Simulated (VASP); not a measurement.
Data:

```
CELL_PARAMETERS angstrom
      0.00000     1.97109     1.97109
      1.97109     0.00000     1.97109
      1.97109     1.97109     0.00000
ATOMIC_POSITIONS crystal
  Pt 0.00000 0.00000 0.00000
```

Calculation: r2SCAN meta-GGA, VASP's PBE PAW potentials (set 64) (plane waves; VASP). Run with 480 eV cut-off, 14×14×14 Γ-centred mesh, first-order Methfessel-Paxton smearing of 0.10 eV, potentials Pt.

Unless said otherwise, spin-orbit coupling is left out, though it shifts the bands of the heavy elements here.

Predict the energy per atom (σ→0), band gap (on the k-mesh) with the smallest direct gap where there is one.

```yaml
band gap (on the k-mesh): none (metal, semimetal or under 0.01 eV)
energy per atom (σ→0): -4969.9 kJ/mol-atom
```

Total energies compare only between runs with the same potentials, cut-off and functional.

The compound is Pt in the fcc structure. It was relaxed first.
